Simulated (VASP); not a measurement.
Energy against volume of AlN (zinc blende). These are vdW-DF-cx, VASP's PBE PAW potentials (set 64) (plane waves; VASP 6.6.1) values and carry that method's errors. Run with 520 eV cut-off, 10×10×10 Γ-centred mesh, Gaussian smearing of 0.050 eV, potentials Al N.

| V (Å³/atom) | E (eV/atom) |
|---|---|
| 10.236 | -6.28838 |
| 10.553 | -6.29476 |
| 10.870 | -6.28928 |
| 11.186 | -6.27358 |

Task: Fit these four points and predict the energy of the run at 9.920 Å³/atom.

Result: A cubic in V^(−2/3), the third-order Birch-Murnaghan form, passes through the four points with V0 = 10.56 Å³/atom and B0 = 199 GPa, and gives -6.2684 eV/atom there. The run gave -6.2683 eV/atom, +0.1 meV/atom from the fit; all five points give B0 = 199 GPa.

The compound is AlN in the zinc blende structure, a metastable form; wurtzite is the usual one. It was relaxed first.
